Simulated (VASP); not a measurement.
**RbPd: equation of state with PBE**

The system is RbPd.

```xyz
2
Lattice="3.4459 0.0000 0.0000 -1.7230 2.9843 0.0000 0.0000 0.0000 5.3186" Properties=species:S:1:pos:R:3 pbc="T T T"
Rb    0.0000    0.0000    2.6593
Pd    1.7230    0.9947    0.0000
```

The cell was built by a generator and needn't be a form met in nature.

- Program: VASP 6.6.1
- Task: equation of state
- Functional: PBE
- Potentials or basis: VASP PAW PBE potentials, release 64 (Rb_sv, Pd)
- Cutoff: 520 eV
- k mesh: 9 × 9 × 5
- Occupations: fermi-dirac, width 0.05 eV
- Spin: no spin polarisation

```
Equilibrium volume                        : 27.58 Å³/atom
Bulk modulus at fixed shape and positions : 22 GPa
Pressure derivative of the bulk modulus   : 5.5
```

Energy against volume, from the lowest point:
```
volume (Å³/atom)  energy (meV/atom)
          25.706               9.98
          26.253               4.70
          26.800               1.46
          27.347               0.00
          27.894               0.11
          28.441               1.59
          28.988               4.29
```

All runs of the series together: 7 min on 1 thread of Intel(R) Xeon(R) Platinum 8488C (Sapphire Rapids), with other jobs on the host.

Caveat: the cell was scaled at fixed shape and fractional positions, which overstates the stiffness of a crystal with free parameters, most of all of layers and chains.
